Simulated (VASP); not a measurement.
Given:

```xyz
2
Lattice="0.0000 2.9800 2.9800 2.9800 0.0000 2.9800 2.9800 2.9800 0.0000" Properties=species:S:1:pos:R:3 pbc="T T T"
Rb     0.0000     0.0000     0.0000
Br     2.9800     2.9800     2.9800
```

Level of theory: PBE GGA, VASP's PBE PAW potentials (set 64) (plane waves; VASP). Numerical set-up: 500 eV cut-off, 8×8×8 Γ-centred mesh, Gaussian smearing of 0.050 eV, potentials Rb_sv Br.

Question: Predict the energy per atom (σ→0), pressure, band gap (on the k-mesh) with the smallest direct gap where there is one.

Answer: 
The band gap (on the k-mesh) is 4.66 eV and the smallest direct gap (on the k-mesh) is 4.72 eV. The energy per atom (σ→0) is -2415 meV/atom. The pressure is 19.95 GPa.

Only differences to runs with the same potentials and settings are physical.

The compound is RbBr in the rock salt structure. It was relaxed first under an external pressure of 20 GPa.
